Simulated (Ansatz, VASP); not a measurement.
**Cross-check of BN between VASP and Ansatz**

Aim: how closely do two programs agree when they are given the same cell, functional and k mesh? The cell is taken from a series of runs on this material, whose earlier steps may have relaxed, scaled, displaced or heated it; both programs get it as it stands.

Calculated with Ansatz 0.2.0; plane waves, with VASP 6.6.1 beside it; dielectric response at r2SCAN.

## (1) Set-up

It takes space group P6_3mc (No. 186, hexagonal). The conventional cell has a = 2.536 Å, b = 2.536 Å, c = 4.199 Å, α = 90.00°, β = 90.00°, γ = 120.00°. Nearest to N lie 4 B at 1.56 to 1.57 Å. Nearest to B lie 4 N at 1.56 to 1.57 Å. Farther neighbours and most contacts between anions are not listed.

## (2) VASP: dielectric response, r2SCAN

The response to a field tests empty states and converges slowly with the mesh.

Lines of VASP's logs that name or quote its potential files are left out, and so is its time.

File INCAR:

```
SYSTEM = BN
PREC = Accurate
ENCUT = 580
EDIFF = 1E-08
NELM = 120
ISMEAR = 0
SIGMA = 0.01
LREAL = .FALSE.
ALGO = Normal
METAGGA = R2SCAN
LASPH = .TRUE.
NBANDS = 14
LORBIT = 11
LWAVE = .FALSE.
LCHARG = .FALSE.
ISIF = 2
LCALCEPS = .TRUE.
LPEAD = .TRUE.
GGA_COMPAT = .FALSE.
EFERMI = MIDGAP
LMIXTAU = .TRUE.
KPAR = 2
```

File POSCAR:

```
BN
1.0
    2.5360000000      0.0000000000      0.0000000000
   -1.2680000000      2.1962404240      0.0000000000
    0.0000000000      0.0000000000      4.1990000000
N B
2 2
Direct
    0.3333333334      0.6666666668      0.8750000000
    0.6666666668      0.3333333334      0.3750000000
    0.3333333334      0.6666666668      0.5000000000
    0.6666666668      0.3333333334      0.0000000000
```

File KPOINTS:

```
Automatic mesh
0
Gamma
10 10 5
0 0 0
```

PAW data sets: N and B (PBE family, release 64).

Run with:

```sh
mpirun -np 2 vasp_std
```

Numbers of over 12 decimals in the logs are rounded to 6 here.

Output:

```text
[banner, memory and clock lines left out]
running    2 mpi-ranks, on    1 nodes
 distrk:  each k-point on    1 cores,    2 groups
 distr:  one band on    1 cores,    1 groups

 POSCAR found type information on POSCAR N B
 POSCAR found :  2 types and       4 ions
|                                                                             |
|               ----> ADVICE to this user running VASP <----                  |
|                                                                             |
|     You enforced a specific xc type in the INCAR file but a different       |
|     [... a line on the potential file left out ...]
|     I HOPE YOU KNOW WHAT YOU ARE DOING!                                     |
|                                                                             |

 LDA part: xc-table for (None), standard interpolation
 POSCAR, INCAR and KPOINTS ok, starting setup
 FFT: planning ... GRIDC
 FFT: planning ... GRID_SOFT
 FFT: planning ... GRID
 WAVECAR not read
 entering main loop
       N       E                     dE             d eps       ncg     rms          rms(c)
DAV:   1     0.464257063207E+02    0.46426E+02   -0.94528E+03  1176   0.126E+03
DAV:   2    -0.417705854932E+02   -0.88196E+02   -0.81589E+02  1630   0.286E+02
DAV:   3    -0.447798267440E+02   -0.30092E+01   -0.29967E+01  1650   0.505E+01
DAV:   4    -0.447933931145E+02   -0.13566E-01   -0.13566E-01  1224   0.360E+00
DAV:   5    -0.447934876633E+02   -0.94549E-04   -0.94547E-04  1610   0.273E-01    0.944E+00
DAV:   6    -0.381571563395E+02    0.66363E+01   -0.26047E+00  1518   0.138E+01    0.537E+00
DAV:   7    -0.382005999962E+02   -0.43444E-01   -0.81967E-01  1398   0.884E+00    0.251E+00
DAV:   8    -0.395194507351E+02   -0.13189E+01   -0.84105E-01  1320   0.856E+00    0.165E+00
DAV:   9    -0.380420474762E+02    0.14774E+01   -0.39288E-01  1188   0.710E+00    0.388E-01
DAV:  10    -0.382590721336E+02   -0.21702E+00   -0.77994E-02  1206   0.287E+00    0.158E-01
DAV:  11    -0.382617131417E+02   -0.26410E-02   -0.60046E-03  1338   0.963E-01    0.150E-01
DAV:  12    -0.382627633048E+02   -0.10502E-02   -0.29130E-03  1434   0.601E-01    0.109E-01
DAV:  13    -0.382664989701E+02   -0.37357E-02   -0.11663E-03  1242   0.385E-01    0.485E-02
DAV:  14    -0.382667725862E+02   -0.27362E-03   -0.13507E-04  1536   0.122E-01    0.599E-03
[...]
DAV:  19    -0.382667585041E+02    0.53715E-06   -0.11463E-08   858   0.126E-03    0.230E-04
DAV:  20    -0.382667592249E+02   -0.72076E-06   -0.76004E-09   750   0.774E-04    0.104E-04
DAV:  21    -0.382667591324E+02    0.92529E-07   -0.13718E-09   684   0.437E-04    0.257E-05
DAV:  22    -0.382667592397E+02   -0.10730E-06   -0.18570E-10   678   0.130E-04    0.969E-06
DAV:  23    -0.382667591663E+02    0.73366E-07   -0.26990E-11   666   0.556E-05    0.711E-06
DAV:  24    -0.382667591918E+02   -0.25515E-07   -0.30253E-12   660   0.203E-05    0.234E-06
DAV:  25    -0.382667591810E+02    0.10832E-07   -0.42446E-13   606   0.981E-06    0.867E-07
DAV:  26    -0.382667591891E+02   -0.80968E-08    0.68720E-13   606   0.457E-06
       N       E                     dE             d eps       ncg     rms          rms(c)
SDA:   1    -0.382667592775E+02   -0.38267E+02   -0.31238E-13  3528   0.781E-13   0.000E+00
DMP:   2    -0.382667592776E+02   -0.25238E-10   -0.18317E-13  3528   0.281E-13   0.462E-13
 final diagonalization occupied
 p_tot=(  0.293E-09  0.133E-08 -0.109E+01 )
       N       E                     dE             d eps       ncg     rms          rms(c)
 p_tot=(  0.293E-09  0.133E-08 -0.109E+01 )
dp_tot=(  0.000E+00  0.000E+00  0.000E+00 )  diag[e(oo)]=(  1.00000    ---      ---   )
SDA:   1    -0.382667592775E+02    0.28422E-11   -0.12223E-04  3528   0.306E-04   0.000E+00
 p_tot=(  0.122E-02 -0.258E-08 -0.109E+01 )
dp_tot=(  0.122E-02 -0.391E-08  0.495E-09 )  diag[e(oo)]=(  1.94576    ---      ---   )
DMP:   2    -0.382667693677E+02   -0.10090E-04   -0.96085E-05  3528   0.137E-04   0.199E-04
 p_tot=(  0.265E-02 -0.707E-08 -0.109E+01 )
dp_tot=(  0.265E-02 -0.841E-08 -0.520E-09 )  diag[e(oo)]=(  3.05274    ---      ---   )
DMP:   3    -0.382667763431E+02   -0.69754E-05   -0.40740E-05  3528   0.455E-05   0.109E-04
 p_tot=(  0.372E-02 -0.103E-07 -0.109E+01 )
dp_tot=(  0.372E-02 -0.116E-07 -0.146E-07 )  diag[e(oo)]=(  3.87993    ---      ---   )
DMP:   4    -0.382667790933E+02   -0.27502E-05   -0.17493E-05  3528   0.252E-05   0.356E-05
 p_tot=(  0.430E-02 -0.119E-07 -0.109E+01 )
dp_tot=(  0.430E-02 -0.133E-07 -0.501E-07 )  diag[e(oo)]=(  4.32576    ---      ---   )
DMP:   5    -0.382667803224E+02   -0.12291E-05   -0.96396E-06  3528   0.149E-05   0.177E-05
 p_tot=(  0.451E-02 -0.124E-07 -0.109E+01 )
dp_tot=(  0.451E-02 -0.137E-07 -0.105E-06 )  diag[e(oo)]=(  4.48637    ---      ---   )
DMP:   6    -0.382667809844E+02   -0.66201E-06   -0.40853E-06  3528   0.554E-06   0.899E-06
 p_tot=(  0.453E-02 -0.123E-07 -0.109E+01 )
dp_tot=(  0.453E-02 -0.136E-07 -0.170E-06 )  diag[e(oo)]=(  4.50560    ---      ---   )
DMP:   7    -0.382667812199E+02   -0.23545E-06   -0.11005E-06  3528   0.195E-06   0.155E-06
 p_tot=(  0.451E-02 -0.122E-07 -0.109E+01 )
dp_tot=(  0.451E-02 -0.135E-07 -0.234E-06 )  diag[e(oo)]=(  4.48718    ---      ---   )
DMP:   8    -0.382667812637E+02   -0.43814E-07   -0.44633E-07  3528   0.141E-06  -0.564E-07
 p_tot=(  0.449E-02 -0.121E-07 -0.109E+01 )
[...]
p_tot=( -0.388E-06  0.122E-02 -0.109E+01 )
dp_tot=(  0.137E-06  0.122E-02  0.749E-09 )  diag[e(oo)]=(    ---    1.94573    ---   )
DMP:   2    -0.382667693685E+02   -0.10089E-04   -0.96078E-05  3528   0.137E-04   0.199E-04
 p_tot=( -0.223E-06  0.265E-02 -0.109E+01 )
dp_tot=(  0.302E-06  0.265E-02 -0.838E-10 )  diag[e(oo)]=(    ---    3.05266    ---   )
DMP:   3    -0.382667763433E+02   -0.69748E-05   -0.40737E-05  3528   0.455E-05   0.109E-04
 p_tot=( -0.965E-07  0.372E-02 -0.109E+01 )
dp_tot=(  0.429E-06  0.372E-02 -0.142E-07 )  diag[e(oo)]=(    ---    3.87982    ---   )
DMP:   4    -0.382667790933E+02   -0.27500E-05   -0.17491E-05  3528   0.252E-05   0.356E-05
 p_tot=( -0.242E-07  0.430E-02 -0.109E+01 )
dp_tot=(  0.501E-06  0.430E-02 -0.498E-07 )  diag[e(oo)]=(    ---    4.32563    ---   )
DMP:   5    -0.382667803224E+02   -0.12291E-05   -0.96390E-06  3528   0.149E-05   0.177E-05
 p_tot=(  0.435E-08  0.451E-02 -0.109E+01 )
dp_tot=(  0.529E-06  0.451E-02 -0.105E-06 )  diag[e(oo)]=(    ---    4.48624    ---   )
DMP:   6    -0.382667809844E+02   -0.66198E-06   -0.40849E-06  3528   0.554E-06   0.899E-06
 p_tot=(  0.852E-08  0.453E-02 -0.109E+01 )
dp_tot=(  0.534E-06  0.453E-02 -0.169E-06 )  diag[e(oo)]=(    ---    4.50546    ---   )
DMP:   7    -0.382667812198E+02   -0.23543E-06   -0.11004E-06  3528   0.195E-06   0.155E-06
 p_tot=(  0.388E-08  0.451E-02 -0.109E+01 )
dp_tot=(  0.529E-06  0.451E-02 -0.234E-06 )  diag[e(oo)]=(    ---    4.48704    ---   )
DMP:   8    -0.382667812636E+02   -0.43803E-07   -0.44630E-07  3528   0.141E-06  -0.564E-07
 p_tot=( -0.126E-08  0.449E-02 -0.109E+01 )
dp_tot=(  0.524E-06  0.449E-02 -0.289E-06 )  diag[e(oo)]=(    ---    4.47498    ---   )
DMP:   9    -0.382667812854E+02   -0.21836E-07   -0.39532E-07  3528   0.100E-06  -0.244E-08
 p_tot=( -0.438E-08  0.449E-02 -0.109E+01 )
dp_tot=(  0.521E-06  0.449E-02 -0.327E-06 )  diag[e(oo)]=(    ---    4.47298    ---   )
DMP:  10    -0.382667813111E+02   -0.25688E-07   -0.27110E-07  3528   0.523E-07   0.298E-07
 p_tot=( -0.584E-08  0.449E-02 -0.109E+01 )
dp_tot=(  0.519E-06  0.449E-02 -0.347E-06 )  diag[e(oo)]=(    ---    4.47129    ---   )
DMP:  11    -0.382667813291E+02   -0.17949E-07   -0.15200E-07  3528   0.265E-07   0.221E-07
 p_tot=( -0.665E-08  0.448E-02 -0.109E+01 )
dp_tot=(  0.518E-06  0.448E-02 -0.355E-06 )  diag[e(oo)]=(    ---    4.46328    ---   )
DMP:  12    -0.382667813394E+02   -0.10349E-07   -0.89683E-08  3528   0.152E-07   0.139E-07
 p_tot=( -0.753E-08  0.446E-02 -0.109E+01 )
dp_tot=(  0.518E-06  0.446E-02 -0.354E-06 )  diag[e(oo)]=(    ---    4.44946    ---   )
DMP:  13    -0.382667813458E+02   -0.63682E-08   -0.52558E-08  3528   0.816E-08   0.958E-08
 final diagonalization full
 p_tot=( -0.863E-08  0.444E-02 -0.109E+01 )
dp_tot=(  0.516E-06  0.444E-02 -0.350E-06 )  diag[e(oo)]=(    ---    4.43438    ---   )
       N       E                     dE             d eps       ncg     rms          rms(c)
SDA:   1    -0.382667592495E+02    0.22090E-04   -0.48820E-10  1302   0.122E-09   0.000E+00
DMP:   2    -0.382667592775E+02   -0.28056E-07   -0.68685E-11  1302   0.322E-10  -0.394E-10
DMP:   3    -0.382667592775E+02   -0.63665E-11   -0.98174E-11  1302   0.212E-10   0.881E-11
 final diagonalization occupied
 p_tot=(  0.224E-07 -0.163E-07 -0.109E+01 )
       N       E                     dE             d eps       ncg     rms          rms(c)
 p_tot=(  0.224E-07 -0.163E-07 -0.109E+01 )
dp_tot=(  0.000E+00  0.000E+00  0.000E+00 )  diag[e(oo)]=(    ---      ---    1.00000 )
SDA:   1    -0.382664049890E+02    0.35429E-03   -0.12320E-04  1302   0.308E-04   0.000E+00
 p_tot=(  0.159E-07 -0.110E-07 -0.108E+01 )
dp_tot=( -0.655E-08  0.525E-08  0.123E-02 )  diag[e(oo)]=(    ---      ---    1.95327 )
DMP:   2    -0.382664152270E+02   -0.10238E-04   -0.99442E-05  1302   0.143E-04   0.204E-04
 p_tot=(  0.835E-08 -0.490E-08 -0.108E+01 )
dp_tot=( -0.141E-07  0.114E-07  0.269E-02 )  diag[e(oo)]=(    ---      ---    3.08030 )
DMP:   3    -0.382664225496E+02   -0.73226E-05   -0.44160E-05  1302   0.492E-05   0.118E-04
 p_tot=(  0.294E-08 -0.345E-09 -0.108E+01 )
dp_tot=( -0.195E-07  0.159E-07  0.380E-02 )  diag[e(oo)]=(    ---      ---    3.94001 )
DMP:   4    -0.382664255954E+02   -0.30458E-05   -0.19270E-05  1302   0.263E-05   0.421E-05
 p_tot=(  0.284E-09  0.204E-08 -0.108E+01 )
dp_tot=( -0.222E-07  0.183E-07  0.442E-02 )  diag[e(oo)]=(    ---      ---    4.42304 )
DMP:   5    -0.382664269670E+02   -0.13716E-05   -0.10422E-05  1302   0.154E-05   0.205E-05
 p_tot=( -0.395E-09  0.280E-08 -0.108E+01 )
dp_tot=( -0.228E-07  0.191E-07  0.467E-02 )  diag[e(oo)]=(    ---      ---    4.61597 )
DMP:   6    -0.382664276943E+02   -0.72727E-06   -0.45421E-06  1302   0.594E-06   0.104E-05
 p_tot=( -0.196E-09  0.276E-08 -0.108E+01 )
dp_tot=( -0.226E-07  0.190E-07  0.473E-02 )  diag[e(oo)]=(    ---      ---    4.65708 )
DMP:   7    -0.382664279665E+02   -0.27224E-06   -0.13054E-06  1302   0.203E-06   0.237E-06
 p_tot=(  0.124E-09  0.253E-08 -0.108E+01 )
dp_tot=( -0.223E-07  0.188E-07  0.472E-02 )  diag[e(oo)]=(    ---      ---    4.65004 )
DMP:   8    -0.382664280231E+02   -0.56565E-07   -0.45931E-07  1302   0.133E-06  -0.342E-07
 p_tot=(  0.280E-09  0.237E-08 -0.108E+01 )
dp_tot=( -0.222E-07  0.187E-07  0.471E-02 )  diag[e(oo)]=(    ---      ---    4.64228 )
DMP:   9    -0.382664280432E+02   -0.20108E-07   -0.36686E-07  1302   0.963E-07  -0.875E-08
 p_tot=(  0.295E-09  0.232E-08 -0.108E+01 )
dp_tot=( -0.221E-07  0.186E-07  0.471E-02 )  diag[e(oo)]=(    ---      ---    4.64143 )
DMP:  10    -0.382664280663E+02   -0.23141E-07   -0.26680E-07  1302   0.536E-07   0.253E-07
 p_tot=(  0.279E-09  0.231E-08 -0.108E+01 )
dp_tot=( -0.222E-07  0.186E-07  0.470E-02 )  diag[e(oo)]=(    ---      ---    4.64023 )
DMP:  11    -0.382664280845E+02   -0.18158E-07   -0.15682E-07  1302   0.274E-07   0.228E-07
 p_tot=(  0.305E-09  0.228E-08 -0.108E+01 )
dp_tot=( -0.221E-07  0.186E-07  0.470E-02 )  diag[e(oo)]=(    ---      ---    4.63286 )
DMP:  12    -0.382664280958E+02   -0.11298E-07   -0.91419E-08  1302   0.152E-07   0.147E-07
 p_tot=(  0.379E-09  0.223E-08 -0.108E+01 )
dp_tot=( -0.221E-07  0.185E-07  0.468E-02 )  diag[e(oo)]=(    ---      ---    4.61960 )
DMP:  13    -0.382664281028E+02   -0.70452E-08   -0.54228E-08  1302   0.843E-08   0.986E-08
 final diagonalization full
 p_tot=(  0.468E-09  0.216E-08 -0.108E+01 )
dp_tot=( -0.220E-07  0.184E-07  0.466E-02 )  diag[e(oo)]=(    ---      ---    4.60456 )
   1 F= -.38266428E+02 E0= -.38266428E+02  d E =0.000000E+00
```

Parts of OUTCAR (step 2):

```text
ion  position               nearest neighbor table
   1  0.333  0.667  0.875-   4 1.56   4 1.56   4 1.56   3 1.57
   2  0.667  0.333  0.375-   3 1.56   3 1.56   3 1.56   4 1.57
   3  0.333  0.667  0.500-   2 1.56   2 1.56   2 1.56   1 1.57
   4  0.667  0.333  0.000-   1 1.56   1 1.56   1 1.56   2 1.57

  LATTYP: Found a hexagonal cell.
 ALAT       =     2.5360000000
 C/A-ratio  =     1.6557570978

 Subroutine GETGRP returns: Found 12 space group operations
 (whereof  6 operations were pure point group operations)

The static configuration has the point symmetry C_3v.
 The point group associated with its full space group is C_6v.

 Found     42 irreducible k-points:

   k-points           NKPTS =     42   k-points in BZ     NKDIM =     42   number of bands    NBANDS=     14

   dimension x,y,z NGX =    20 NGY =   20 NGZ =   36
   dimension x,y,z NGXF=    40 NGYF=   40 NGZF=   72

   ENCUT  =  580.0 eV  42.63 Ry    6.53 a.u.   4.98  4.98  8.25*2*pi/ulx,y,z

   NELECT =      16.0000    total number of electrons

 k-points in reciprocal lattice and weights: Automatic mesh
   0.00000000  0.00000000  0.00000000       0.002
   0.10000000  0.00000000  0.00000000       0.012
   0.20000000  0.00000000  0.00000000       0.012
   0.30000000  0.00000000  0.00000000       0.012
   0.40000000  0.00000000  0.00000000       0.012
   0.50000000  0.00000000  0.00000000       0.006
   0.10000000  0.10000000  0.00000000       0.012
   0.20000000  0.10000000  0.00000000       0.024
   0.30000000  0.10000000  0.00000000       0.024
[...]
0.40000000  0.20000000  0.40000000       0.024
   0.30000000  0.30000000  0.40000000       0.024

 average (electrostatic) potential at core
       1 -63.1479       2 -63.1479       3 -25.8360       4 -25.8360

            Ionic dipole moment: p[ion]=(     0.00000     0.00000    -1.04975 ) |e| Angst

 Total electronic dipole moment: p[elc]=(    -0.00000    -0.00000    -0.03077 ) |e| Angst

 MACROSCOPIC STATIC DIELECTRIC TENSOR (including local field effects)
 ------------------------------------------------------
           4.434448     0.000000    -0.000000
           0.000000     4.434448     0.000000
           0.000000     0.000000     4.604556
 ------------------------------------------------------

 PIEZOELECTRIC TENSOR (including local field effects) (C/m^2)
          XX          YY          ZZ          XY          YZ          ZX
  --------------------------------------------------------------------------------
  x     0.00000    -0.00000     0.00000    -0.00000     0.00000     0.63646
  y     0.00000     0.00000     0.00000    -0.00000     0.63646     0.00000
  z     0.54305     0.54305    -1.12469     0.00000     0.00000     0.00000

 BORN EFFECTIVE CHARGES (including local field effects) (in |e|, cummulative output)
 ---------------------------------------------------------------------------------
 ion    1
    1    -1.93777     0.00000     0.00000
    2     0.00000    -1.93777     0.00000
    3     0.00000     0.00000    -2.04214
 ion    2
    1    -1.93777     0.00000     0.00000
    2     0.00000    -1.93777     0.00000
    3     0.00000    -0.00000    -2.04214
 ion    3
    1     1.93777     0.00000     0.00000
    2     0.00000     1.93777     0.00000
    3     0.00000    -0.00000     2.04214
 ion    4
    1     1.93777     0.00000     0.00000
    2     0.00000     1.93777     0.00000
    3    -0.00000     0.00000     2.04214

  Total        0.7180927      0.7180927      0.5648642      0.0000000      0.0000000      0.0000000
  in kB       49.1944446     49.1944446     38.6972055      0.0000000      0.0000000      0.0000000
  external PRESSURE =      45.6953649 kB  Pullay stress =       0.0000000 kB

  energy-cutoff  :      580.00
  volume of cell :       23.39
      direct lattice vectors                 reciprocal lattice vectors
     2.536000000  0.000000000  0.000000000     0.394321767  0.227661778  0.000000000
    -1.268000000  2.196240424  0.000000000     0.000000000  0.455323556  0.000000000
     0.000000000  0.000000000  4.199000000     0.000000000  0.000000000  0.238151941

 POSITION                                       TOTAL-FORCE (eV/Angst)
 -----------------------------------------------------------------------------------
      0.00000      1.46416      3.67413         0.000000     -0.000000     -0.050160
      1.26800      0.73208      1.57462        -0.000000      0.000000     -0.050160
      0.00000      1.46416      2.09950         0.000000      0.000000      0.050160
      1.26800      0.73208      0.00000        -0.000000      0.000000      0.050160
 -----------------------------------------------------------------------------------
    total drift:                               -0.000000     -0.000000      0.000564
```

[end of part 1 of 2]

[Lines on the potential files, build, host, timing and source positions are cut from VASP's logs without a mark.]

[Logs are printed without paths, hosts, clocks, repeated set-up lines and the standing remarks that a program may print on its own settings, such as how far it seeks lower states.]

[Hosts, paths, dates, database ids (printed as entryN), source tags and the programs' standing remarks are cut or masked in the printed files.]
